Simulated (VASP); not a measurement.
Computed with PBE GGA, VASP's PBE PAW potentials (set 64) (plane waves; VASP).

The input files of a VASP run:

INCAR:
```
! general
SYSTEM   =  Ni3Al
PREC     =  Accurate
ENCUT    =  375
LREAL    =  F   ! projection in real space or not
LASPH    =  T   ! aspherical one-centre terms

! electronic loop
EDIFF    =  1E-6   ! SCF stop (eV)
NELM     =  100   ! most electronic steps
ALGO     =  Normal   ! blocked Davidson
LMAXMIX  =  4   ! l cut-off of mixed one-centre charges

! smearing
ISMEAR   =  1
SIGMA    =  0.1   ! width (eV)

! functional
GGA      =  PE   ! PBE

! spin
ISPIN    =  2
MAGMOM   =  0.0 0.5 0.5 0.5

! ions
ISIF     =  2   ! forces and stress, cell fixed

! output
LWAVE    =  F
LCHARG   =  F
LORBIT   =  10
```

File KPOINTS:
```
Automatic mesh
0
Gamma
8 8 8
0 0 0
```

File POSCAR:
```
Ni3Al
3.570
  1.0000000000   0.0000000000   0.0000000000
  0.0000000000   1.0000000000   0.0000000000
  0.0000000000   0.0000000000   1.0000000000
Al Ni
1 3
Cart
  0.0000000000   0.0000000000   0.0000000000
  0.0000000000   0.5000000000   0.5000000000
  0.5000000000   0.0000000000   0.5000000000
  0.5000000000   0.5000000000   0.0000000000
```

POTCAR, in this order: Al Ni (PBE.64 set). Program: vasp_std.

The run wrote:

**OSZICAR**
```
       N       E                     dE             d eps       ncg     rms          rms(c)
DAV:   1     0.164098790396E+03    0.16410E+03   -0.11756E+04  2964   0.156E+03
DAV:   2    -0.183022302828E+02   -0.18240E+03   -0.17472E+03  2940   0.321E+02
DAV:   3    -0.259021723513E+02   -0.75999E+01   -0.71171E+01  3292   0.895E+01
DAV:   4    -0.260445179443E+02   -0.14235E+00   -0.14162E+00  3465   0.108E+01
DAV:   5    -0.260491457713E+02   -0.46278E-02   -0.46271E-02  3507   0.185E+00    0.194E+01
DAV:   6    -0.271372902594E+02   -0.10881E+01   -0.66502E+01  3338   0.134E+02    0.215E+01
DAV:   7    -0.219297944784E+02    0.52075E+01   -0.20021E+01  3296   0.726E+01    0.248E+00
DAV:   8    -0.219219929938E+02    0.78015E-02   -0.43166E-01  3125   0.527E+00    0.159E+00
DAV:   9    -0.219022437038E+02    0.19749E-01   -0.50414E-02  3749   0.315E+00    0.543E-01
DAV:  10    -0.219019255954E+02    0.31811E-03   -0.34518E-03  3577   0.641E-01    0.143E-01
DAV:  11    -0.219018202618E+02    0.10533E-03   -0.23450E-04  3403   0.176E-01    0.875E-02
DAV:  12    -0.219017804175E+02    0.39844E-04   -0.91690E-05  3925   0.126E-01    0.440E-02
DAV:  13    -0.219017756168E+02    0.48007E-05   -0.11758E-05  3181   0.533E-02    0.150E-02
DAV:  14    -0.219017750777E+02    0.53909E-06   -0.35982E-06  2961   0.246E-02
   1 F= -.21901775E+02 E0= -.21901347E+02  d E =-.128528E-02  mag=     0.7601
```

File OUTCAR:
```
------------------------ aborting loop because EDIFF is reached ----------------------------------------
  FORCE on cell =-STRESS in cart. coord.  units (eV):
  Direction    XX          YY          ZZ          XY          YZ          ZX
  --------------------------------------------------------------------------------------
  Total       -0.2540246     -0.2540246     -0.2540246      0.0000000     -0.0000000      0.0000000
  in kB       -8.9450282     -8.9450282     -8.9450282      0.0000000     -0.0000000      0.0000000
  external PRESSURE =      -8.9450282 kB  Pullay stress =       0.0000000 kB
  volume of cell :       45.50
      direct lattice vectors                 reciprocal lattice vectors
     3.570000000  0.000000000  0.000000000     0.280112045  0.000000000  0.000000000
     0.000000000  3.570000000  0.000000000     0.000000000  0.280112045  0.000000000
     0.000000000  0.000000000  3.570000000     0.000000000  0.000000000  0.280112045
 POSITION                                       TOTAL-FORCE (eV/Angst)
 -----------------------------------------------------------------------------------
      0.00000      0.00000      0.00000         0.000000      0.000000      0.000000
      0.00000      1.78500      1.78500         0.000000      0.000000      0.000000
      1.78500      0.00000      1.78500         0.000000      0.000000      0.000000
      1.78500      1.78500      0.00000         0.000000      0.000000      0.000000
 -----------------------------------------------------------------------------------
    total drift:                                0.000000     -0.000000     -0.000000
  FREE ENERGIE OF THE ION-ELECTRON SYSTEM (eV)
  ---------------------------------------------------
  free  energy   TOTEN  =       -21.9017750777 eV

  energy  without entropy=      -21.9004897955  energy(sigma->0) =      -21.90134665

 total charge

# of ion       s       p       d       tot
------------------------------------------
    1        0.408   0.389   0.000   0.797
    2        0.490   0.510   8.370   9.369
    3        0.490   0.510   8.370   9.369
    4        0.490   0.510   8.370   9.369
--------------------------------------------------
tot          1.878   1.918  25.109  28.905

 magnetization (x)

# of ion       s       p       d       tot
------------------------------------------
    1       -0.000  -0.008   0.000  -0.009
    2       -0.003  -0.010   0.284   0.271
    3       -0.003  -0.010   0.284   0.271
    4       -0.003  -0.010   0.284   0.271
--------------------------------------------------
tot         -0.010  -0.038   0.853   0.805
```
(Selected blocks of OUTCAR.)

The compound is Ni3Al in the L1_2 structure. The cell was not relaxed at this level. The run is one of a series of settings (ENCUT = 375 against the base run), some of them coarse on purpose.
